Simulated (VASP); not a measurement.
Output of a VASP run:

**OSZICAR**
```
       N       E                     dE             d eps       ncg     rms          rms(c)
DAV:   1     0.152644241593E+02    0.15264E+02   -0.44705E+03  1008   0.830E+02
DAV:   2    -0.478587792238E+01   -0.20050E+02   -0.19506E+02  1284   0.136E+02
DAV:   3    -0.513661772838E+01   -0.35074E+00   -0.34807E+00  1278   0.149E+01
DAV:   4    -0.513829690248E+01   -0.16792E-02   -0.16723E-02  1350   0.109E+00
DAV:   5    -0.513830645842E+01   -0.95559E-05   -0.95548E-05  1247   0.603E-02    0.179E+01
DAV:   6    -0.512973174903E+01    0.85747E-02   -0.18047E-02  1083   0.109E+00    0.109E+01
DAV:   7    -0.512973454392E+01   -0.27949E-05   -0.24644E-02  1061   0.126E+00    0.219E-01
DAV:   8    -0.512924353912E+01    0.49100E-03   -0.19076E-03  1076   0.374E-01    0.199E-02
DAV:   9    -0.512924546365E+01   -0.19245E-05   -0.21824E-05  1269   0.471E-02    0.647E-03
DAV:  10    -0.512924548428E+01   -0.20628E-07   -0.94836E-07   785   0.861E-03
   1 F= -.51292455E+01 E0= -.51294938E+01  d E =-.512925E+01
       N       E                     dE             d eps       ncg     rms          rms(c)
DAV:   1    -0.512990301956E+01   -0.65756E-03   -0.15105E-02  1030   0.113E+00    0.139E-01
DAV:   2    -0.512940886795E+01    0.49415E-03   -0.70938E-04  1035   0.239E-01    0.526E-02
DAV:   3    -0.512928090378E+01    0.12796E-03   -0.48760E-04  1044   0.191E-01    0.539E-02
DAV:   4    -0.512928605120E+01   -0.51474E-05   -0.69782E-06  1050   0.243E-02    0.123E-02
DAV:   5    -0.512928419727E+01    0.18539E-05   -0.54681E-06  1053   0.200E-02    0.711E-04
DAV:   6    -0.512928420371E+01   -0.64454E-08   -0.39943E-08   546   0.240E-03
   2 F= -.51292842E+01 E0= -.51294965E+01  d E =-.387194E-04
```

### OUTCAR
```
------------------------ aborting loop because EDIFF is reached ----------------------------------------
  FORCE on cell =-STRESS in cart. coord.  units (eV):
  Direction    XX          YY          ZZ          XY          YZ          ZX
  --------------------------------------------------------------------------------------
  Total       -0.0010683     -0.0010683     -0.0010683     -0.0000000     -0.0000000      0.0000000
  in kB       -0.0527588     -0.0527588     -0.0527588     -0.0000000     -0.0000000      0.0000000
  external PRESSURE =      -0.0527588 kB  Pullay stress =       0.0000000 kB
  volume of cell :       32.44
      direct lattice vectors                 reciprocal lattice vectors
     0.000000000  2.531429599  2.531429599    -0.197516850  0.197516850  0.197516850
     2.531429599 -0.000000000  2.531429599     0.197516850 -0.197516850  0.197516850
     2.531429599  2.531429599  0.000000000     0.197516850  0.197516850 -0.197516850
 POSITION                                       TOTAL-FORCE (eV/Angst)
 -----------------------------------------------------------------------------------
      2.53143      2.53143      0.00000         0.000000     -0.000000     -0.000000
 -----------------------------------------------------------------------------------
    total drift:                                0.000000      0.000000      0.000000
  FREE ENERGIE OF THE ION-ELECTRON SYSTEM (eV)
  ---------------------------------------------------
  free  energy   TOTEN  =        -5.1292842037 eV

  energy  without entropy=       -5.1299211730  energy(sigma->0) =       -5.12949653

 reached required accuracy - stopping structural energy minimisation
```
(Selected blocks of OUTCAR.)

### POSCAR
```
Pm
1
    0.0000000000     2.5339598514     2.5339598514
    2.5339598514     0.0000000000     2.5339598514
    2.5339598514     2.5339598514    -0.0000000000
Pm
1
Direct
  0.0000000000   0.0000000000   0.0000000000
```

**Question.** Write an INCAR and KPOINTS that could have produced this output.

**Answer.** One answer among several that fit: the input of the run itself, PBEsol GGA, plane waves, VASP's PBE PAW potentials (set 64).

File KPOINTS:
```
Automatic mesh
0
Gamma
11 11 11
0 0 0
```

### INCAR
```
# general
SYSTEM =Pm
PREC   =Accurate
ENCUT  =400
LREAL  =.False.
LASPH  =.True.

# electronic loop
EDIFF  =1E-6
NELM   =100
ALGO   =Normal
LMAXMIX=6

# smearing
ISMEAR =1
SIGMA  =0.1

# functional
GGA    =PS

# ions
IBRION =2
NSW    =60
ISIF   =3
EDIFFG =-0.01

# output
LWAVE  =.False.
LCHARG =.False.
```

POTCAR, in this order: Pm_3 (PBE.64 set). Program: vasp_std.

The 4f electrons are frozen in the core of the lanthanide potential, so 4f levels, which can set the real gap, and their magnetism are missing.

The structure was generated: Pm was put into the fcc type (Fm-3m), which need not be its known phase. This run relaxes it. Symmetry was kept, so distortions that lower it aren't found. The start is the result of an earlier pass.
